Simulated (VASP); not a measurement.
Data:

```yaml
crystal:
  lattice:
    - [0.00000, 3.25618, 3.25618]
    - [3.25618, 0.00000, 3.25618]
    - [3.25618, 3.25618, 0.00000]
  atoms:
    - { symbol: Er, position: [0.00000, 0.00000, 0.00000] }
    - { symbol: Si, position: [0.25000, 0.25000, 0.25000] }
    - { symbol: Si, position: [0.75000, 0.75000, 0.75000] }
```

Calculation: r2SCAN meta-GGA, VASP's PBE PAW potentials (set 64) (plane waves; VASP). Numerical set-up: 400 eV cut-off, 9×9×9 Γ-centred mesh, tetrahedra with Blöchl corrections, potentials Er_3 Si.

The 4f electrons are frozen in the core of the lanthanide potential, so 4f levels, which can set the real gap, and their magnetism are missing.

Task: Estimate the energy per atom (σ→0), band gap (over mesh and band path) with the smallest direct gap where there is one.

Result: 
```json
{
 "band gap (over mesh and band path)": "none (metal, semimetal or under 0.01 eV)",
 "energy per atom (σ→0)": "-16953 meV/atom"
}
```

Total energies compare only between runs with the same potentials, cut-off and functional.

The structure was generated: ErSi2 was put into the fluorite type (Fm-3m), which need not be its known phase. It was relaxed first, which changed the volume by -9 %. The electron count is odd and the run is not spin-polarised, which forces a metal.
